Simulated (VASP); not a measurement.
# Initial- and final-state core-level shifts of HW16N

Aim: how the core levels of HW16N differ from atom to atom, with and without the screening of the hole.

Main program and level: VASP 6.6.1; LDA, no spin polarisation; plane waves and PAW (H, N, W), in the first sound run; inputs show where later runs differ.

Most raw output is cut from this account.

### Step 1. Set-up

The cell holds 18 atoms: 1 H, 1 N and 16 W. Its edges and angles: a = 6.340 Å, b = 5.491 Å, c = 24.205 Å, α = 90.0°, β = 90.0°, γ = 54.7°. It derives from W. Adsorbate: added NH, site shortbridge, coverage in monolayers 0.25, cell 2x2, faces one. Regions: adsorbate, 2 atoms (1 H and 1 N); layer 1, 4 atoms (4 W); layer 2, 4 atoms (4 W); layer 3, 4 atoms (4 W); other layers, 4 atoms (4 W). Vacuum lies along c.

### Step 2. Relaxation

The free atoms are relaxed first inside the given cell, which is kept (ISIF = 0), since core levels depend on the positions.

INCAR reads:

```
SYSTEM = HW16N
PREC = Normal
ENCUT = 400
EDIFF = 1E-05
NELM = 100
ISMEAR = 0
SIGMA = 0.1
LREAL = Auto
ALGO = Fast
GGA = CA
NBANDS = 69
LASPH = .TRUE.
LWAVE = .FALSE.
LCHARG = .FALSE.
KPAR = 2
NCORE = 4
IBRION = 2
NSW = 50
ISIF = 0
EDIFFG = -0.05
```

POSCAR reads:

```
HW16N
1.0
    6.3400000000      0.0000000000      0.0000000000
    3.1700000000      4.4830569927      0.0000000000
    0.0000000000      0.0000000000     24.2045854891
H N W
1 1 16
Selective dynamics
Direct
    0.0024099580      0.2500000000      0.6901413580  T T T
    0.0021086180      0.2500000000      0.6475874370  T T T
    0.0000000000      0.0000000000      0.5876814330  T T T
    0.5000000000      0.0000000000      0.5876814330  T T T
    0.0000000000      0.5000000000      0.5876814330  T T T
    0.5000000000      0.5000000000      0.5876814330  T T T
    0.7500000000      0.5000000000      0.4950738360  T T T
    0.2500000000      0.5000000000      0.4950738360  T T T
    0.7500000000      0.0000000000      0.4950738360  T T T
    0.2500000000      0.0000000000      0.4950738360  T T T
    0.0000000000      0.0000000000      0.4024662390  F F F
    0.5000000000      0.0000000000      0.4024662390  F F F
    0.0000000000      0.5000000000      0.4024662390  F F F
    0.5000000000      0.5000000000      0.4024662390  F F F
    0.7500000000      0.5000000000      0.3098586420  F F F
    0.2500000000      0.5000000000      0.3098586420  F F F
    0.7500000000      0.0000000000      0.3098586420  F F F
    0.2500000000      0.0000000000      0.3098586420  F F F
```

KPOINTS reads:

```
Automatic mesh
0
Gamma
4 4 1
0 0 0
```

PAW data sets: H, N and W (PBE family, release 64).

Launch:

```console
$ mpirun -np 8 vasp_std
```

Elapsed: 3.2 min, on 8 MPI ranks of Intel Xeon 6975P-C (Granite Rapids), shared host; peak memory 1.8 GiB.

The PAW data sets were made with PBE, though LDA sets exist; this is a small mismatch. The data set W keeps the semicore shell frozen, which is cheaper and a little less accurate.

Relaxation path (22 of 25):

| step | energy less that of the first step (eV) | largest force (eV/Å) |
| --- | --- | --- |
| 1 | 0.0000 | 1.6440 |
| 2 | -0.2513 | 1.1680 |
| 3 | -0.2681 | 1.2400 |
| 4 | -0.2449 | 3.5527 |
| 6 | -0.3461 | 1.1386 |
| 7 | -0.3486 | 1.1422 |
| 8 | -0.3769 | 1.1277 |
| 9 | -0.3889 | 1.1196 |
| 10 | -0.3812 | 1.3477 |
| 11 | -0.3912 | 1.1503 |
| 12 | -0.4076 | 1.1746 |
| 14 | -0.4065 | 1.1704 |
| 15 | -0.4129 | 1.1705 |
| 16 | -0.4189 | 1.1782 |
| 17 | -0.4202 | 1.1816 |
| 18 | -0.4195 | 1.1876 |
| 19 | -0.4204 | 1.1827 |
| 20 | -0.4229 | 1.2039 |
| 22 | -0.4229 | 1.2165 |
| 23 | -0.4235 | 1.2114 |
| 24 | -0.4239 | 1.2127 |
| 25 | -0.4240 | 1.2133 |

The atoms that moved most (Å):

| atom | dx | dy | dz | length |
| --- | --- | --- | --- | --- |
| W6 | -0.035 | 0.021 | -0.205 | 0.209 |
| W4 | 0.031 | -0.020 | -0.200 | 0.203 |
| H1 | 0.008 | -0.010 | -0.151 | 0.151 |
| N2 | 0.009 | -0.012 | -0.149 | 0.149 |
| W5 | -0.004 | 0.055 | -0.085 | 0.102 |
| W3 | 0.000 | -0.047 | -0.083 | 0.095 |
| W9 | -0.013 | -0.022 | -0.053 | 0.059 |
| W8 | 0.010 | 0.024 | -0.051 | 0.057 |

Final coordinates:

```
H N W
1.0
     6.34000    0.00000    0.00000
     3.17000    4.48306    0.00000
     0.00000    0.00000   24.20459
H N W
1 1 16
Direct
  0.00473 0.24774 0.68391
  0.00489 0.24739 0.64145
  0.00515 0.98959 0.58427
  0.50710 0.99559 0.57942
  0.99325 0.51235 0.58417
  0.49211 0.50469 0.57920
  0.75247 0.49510 0.49352
  0.24894 0.50525 0.49297
  0.75043 0.99504 0.49287
  0.24705 0.00528 0.49353
  0.00000 0.00000 0.40247
  0.50000 0.00000 0.40247
  0.00000 0.50000 0.40247
  0.50000 0.50000 0.40247
  0.75000 0.50000 0.30986
  0.25000 0.50000 0.30986
  0.75000 0.00000 0.30986
  0.25000 0.00000 0.30986
```

This step gave:

```yaml
free_energy_toten: -228.7165 eV
energy_at_zero_smearing: -228.6882 eV
fermi_energy: 0.0027 eV
```

The forces on the free atoms are under 0.05 eV/Å, while the fixed ones keep up to 1.2 eV/Å.

### Step 3. Initial state

The cell without a hole gives, with ICORELEVEL = 1, the Kohn-Sham core levels of the initial state.

INCAR reads:

```
SYSTEM = HW16N
PREC = Normal
ENCUT = 400
EDIFF = 1E-05
NELM = 120
ISMEAR = 0
SIGMA = 0.1
LREAL = Auto
ALGO = Fast
GGA = CA
NBANDS = 69
LASPH = .TRUE.
LORBIT = 11
LWAVE = .FALSE.
LCHARG = .FALSE.
KPAR = 2
NCORE = 4
ICORELEVEL = 1
ISIF = 0
LVHAR = .TRUE.
```

POSCAR reads:

```
HW16N
1.0
    6.3400000000      0.0000000000      0.0000000000
    3.1700000000      4.4830569927      0.0000000000
    0.0000000000      0.0000000000     24.2045854891
H N W
1 1 16
Direct
    0.0047334359      0.2477424691      0.6839131352
    0.0048866197      0.2473907583      0.6414451739
    0.0051532251      0.9895853821      0.5842712084
    0.5070954548      0.9955855818      0.5794222194
    0.9932498461      0.5123514285      0.5841698318
    0.4921145817      0.5046861046      0.5792042459
    0.7524706963      0.4950964465      0.4935250048
    0.2489391957      0.5052545646      0.4929741724
    0.7504267565      0.9950394214      0.4928662800
    0.2470474473      0.0052792361      0.4935299981
    0.0000000000      0.0000000000      0.4024662390
    0.5000000000      0.0000000000      0.4024662390
    0.0000000000      0.5000000000      0.4024662390
    0.5000000000      0.5000000000      0.4024662390
    0.7500000000      0.5000000000      0.3098586420
    0.2500000000      0.5000000000      0.3098586420
    0.7500000000      0.0000000000      0.3098586420
    0.2500000000      0.0000000000      0.3098586420
```

KPOINTS reads:

```
Automatic mesh
0
Gamma
4 5 1
0 0 0
```

Launch:

```console
$ mpirun -np 8 vasp_std
```

Wall time 31 s (8 MPI ranks); peak memory 1.7 GiB; 4 min of CPU time.

Numbers from this step:

```yaml
free_energy_toten: -228.6809 eV
energy_at_zero_smearing: -228.6500 eV
fermi_energy: 0.0351 eV
```

### Step 4. Core hole, atom W5

This step: final-state core hole with the electron kept at the Fermi level, LDA, no spin polarisation; plane waves and PAW (W, H, N, W) (VASP 6.6.1).

System of this step: HW16N. The cell holds 18 atoms: 16 W, 1 H and 1 N. Cell: a = 6.340 Å, b = 5.491 Å, c = 24.205 Å, α = 90.0°, β = 90.0°, γ = 54.7°. It derives from W. Adsorbate: added NH, site shortbridge, coverage in monolayers 0.25, cell 2x2, faces one. Vacuum lies along c.

A core electron of W5 (4f) is moved to the Fermi level; this atom comes first in POSCAR as a species of its own.

INCAR: that of step 3 with these lines changed.

```diff
@@ -12,3 +12,2 @@
 LASPH = .TRUE.
-LORBIT = 11
 LWAVE = .FALSE.
@@ -17,4 +16,7 @@
 NCORE = 4
-ICORELEVEL = 1
+ICORELEVEL = 2
+CLNT = 1
+CLN = 4
+CLL = 3
+CLZ = 1
 ISIF = 0
-LVHAR = .TRUE.
```

POSCAR: that of step 3 with these lines changed.

```diff
@@ -5,5 +5,6 @@
     0.0000000000      0.0000000000     24.2045854891
-H N W
-1 1 16
+W H N W
+1 1 1 15
 Direct
+    0.9932498461      0.5123514285      0.5841698318
     0.0047334359      0.2477424691      0.6839131352
@@ -12,3 +13,2 @@
     0.5070954548      0.9955855818      0.5794222194
-    0.9932498461      0.5123514285      0.5841698318
     0.4921145817      0.5046861046      0.5792042459
```

KPOINTS is that of step 3.

PAW data sets: W, H, N and W (PBE family, release 64).

Launch:

```console
$ mpirun -np 8 vasp_std
```

Run time: 38 s. Hardware: 8 MPI ranks; peak memory 1.7 GiB; 5 min of CPU time.

The data set W keeps the semicore shell frozen, which is cheaper and a little less accurate.

This step gave:

| Quantity | Value |
| --- | --- |
| free energy (TOTEN) | -258.9417 eV |
| energy at zero smearing | -258.9098 eV |
| Fermi energy | 0.0275 eV |

This is the reference for holes on W.

### Step 5. Core hole, atom W6

The same hole on the next atom.

INCAR is that of step 4.

POSCAR: that of step 4 with these lines changed.

```diff
@@ -8,3 +8,3 @@
 Direct
-    0.9932498461      0.5123514285      0.5841698318
+    0.4921145817      0.5046861046      0.5792042459
     0.0047334359      0.2477424691      0.6839131352
@@ -13,3 +13,3 @@
     0.5070954548      0.9955855818      0.5794222194
-    0.4921145817      0.5046861046      0.5792042459
+    0.9932498461      0.5123514285      0.5841698318
     0.7524706963      0.4950964465      0.4935250048
```

KPOINTS is that of step 4.

Launch:

```console
$ mpirun -np 8 vasp_std
```

The job ended after 37 s (8 MPI ranks; peak memory 1.7 GiB).

Against the hole on W5 the energy differs by -0.16 eV.

### Step 6. Core hole, atom W11

INCAR is that of step 5.

POSCAR: that of step 5 with these lines changed.

```diff
@@ -8,3 +8,3 @@
 Direct
-    0.4921145817      0.5046861046      0.5792042459
+    0.0000000000      0.0000000000      0.4024662390
     0.0047334359      0.2477424691      0.6839131352
@@ -14,2 +14,3 @@
     0.9932498461      0.5123514285      0.5841698318
+    0.4921145817      0.5046861046      0.5792042459
     0.7524706963      0.4950964465      0.4935250048
@@ -18,3 +19,2 @@
     0.2470474473      0.0052792361      0.4935299981
-    0.0000000000      0.0000000000      0.4024662390
     0.5000000000      0.0000000000      0.4024662390
```

KPOINTS is that of step 5.

Launch:

```console
$ mpirun -np 8 vasp_std
```

Elapsed: 36 s, on 8 MPI ranks; peak memory 1.8 GiB; 4.7 min of CPU time.

Against the hole on W5 the energy differs by +0.14 eV.

### Step 7. Summary

This step: core-level shifts, LDA; plane waves and PAW (VASP 6.6.1).

Derived from the runs above.

A positive shift is a higher binding energy. Cost is wall time times ranks on a shared host. Core-level shifts:

| atom | region | shell | Kohn-Sham level below the Fermi level (eV) | initial-state shift (eV) | final-state shift (eV) | shifts are from | cost (core minutes) |
| --- | --- | --- | --- | --- | --- | --- | --- |
| W5 | layer 1 | 4f | 28.22 | 0 | 0 | W5 | 5.07 |
| W6 | layer 1 | 4f | 28.16 | -0.0612 | -0.1614 | W5 | 4.93 |
| W11 | layer 3 | 4f | 28.32 | 0.1003 | 0.1429 | W5 | 4.8 |

### Step 8. Outcome

```json
{"W6 4f (layer 1), from W5": "initial state -0.06 eV, final state -0.16 eV", "W11 4f (layer 3), from W5": "initial state +0.10 eV, final state +0.14 eV"}
```

In words: Against W5, W6 is shifted by -0.06 eV in the initial state and by -0.16 eV with the hole; against W5, W11 is shifted by +0.10 eV in the initial state and by +0.14 eV with the hole (energies extrapolated to zero smearing). Only these atoms were given a hole, so other sites aren't ranked. The difference of the two pictures holds the screening of the hole, but also the cell's limits: holes repeat 5.5 Å apart, and the electron from the core stays in the cell, where it moves the Fermi energy by -0.04 to -0.01 eV, less than the shifts themselves. Cell size, mesh and smearing weren't varied between the hole runs, and no dipole correction was applied to the slab. On their mesh the free atoms carry forces of up to 0.14 eV/Å, since the relaxation used another. The other core electrons are frozen, spin-orbit splitting and multiplets are absent, and only shifts between atoms of one element are meaningful.

[Lines on the potential files, build, host, timing and source positions are cut from VASP's logs without a mark.]

[Logs are printed without paths, hosts, clocks, repeated set-up lines and the standing remarks that a program may print on its own settings, such as how far it seeks lower states.]

[Hosts, paths, dates, database ids (printed as entryN), source tags and the programs' standing remarks are cut or masked in the printed files.]
